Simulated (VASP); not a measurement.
The input files of a VASP run:

POSCAR:
```
HfC
1
    0.0000000000     2.3664113938     2.3664196356
    2.3664315157     0.0000000000     2.3664252264
    2.3663721674     2.3663831295     0.0000000000
Hf C
1 1
Direct
  0.0000000000   0.0000000000   0.0000000000
  0.5000000000   0.5000000000   0.5000000000
```

INCAR:
```
SYSTEM = HfC
PREC = Accurate
ENCUT = 520
EDIFF = 1E-6
NELM = 100
ALGO = Normal
LREAL = .FALSE.
LASPH = .TRUE.
ISMEAR = 1
SIGMA = 0.1
GGA = PE
LMAXMIX = 6
LWAVE = .FALSE.
LCHARG = .FALSE.
ISIF = 2
```

File KPOINTS:
```
Automatic mesh
0
Gamma
10 10 10
0 0 0
```

POTCAR, in this order: Hf_pv C (PBE.64 set). Program: vasp_std.

Problem. One choice in this input is risky. Which, and does it do harm here?

Solution. The risk: the lattice vectors carry noise near SYMPREC. Here it does no harm: the run (PBE GGA, plane waves, VASP's PBE PAW potentials (set 64)) converges to the same energy and pressure as with the safe setting.
OSZICAR:
```
       N       E                     dE             d eps       ncg     rms          rms(c)
DAV:   1     0.241955834512E+02    0.24196E+02   -0.78668E+03  1034   0.122E+03
DAV:   2    -0.222923725679E+02   -0.46488E+02   -0.44004E+02  1361   0.213E+02
DAV:   3    -0.242159567011E+02   -0.19236E+01   -0.18943E+01  1352   0.331E+01
DAV:   4    -0.242343797365E+02   -0.18423E-01   -0.18403E-01  1244   0.349E+00
DAV:   5    -0.242346457177E+02   -0.26598E-03   -0.26595E-03  1423   0.332E-01    0.519E+01
DAV:   6    -0.210938135695E+02    0.31408E+01   -0.21454E+01  1178   0.232E+01    0.381E+01
DAV:   7    -0.210052394172E+02    0.88574E-01   -0.74677E-01  1232   0.636E+00    0.243E+01
DAV:   8    -0.209976947133E+02    0.75447E-02   -0.89833E-02  1163   0.285E+00    0.646E+00
DAV:   9    -0.209892235939E+02    0.84711E-02   -0.40648E-02  1167   0.122E+00    0.179E+00
DAV:  10    -0.209889066858E+02    0.31691E-03   -0.14151E-03  1276   0.298E-01    0.456E-01
DAV:  11    -0.209889115296E+02   -0.48438E-05   -0.20585E-04  1214   0.109E-01    0.606E-02
DAV:  12    -0.209889079784E+02    0.35511E-05   -0.14474E-05  1258   0.284E-02    0.775E-02
DAV:  13    -0.209889070260E+02    0.95244E-06   -0.66441E-07   658   0.894E-03
   1 F= -.20988907E+02 E0= -.20988908E+02  d E =0.349456E-05
```

The compound is HfC in the rock salt structure. The cell was not relaxed at this level.
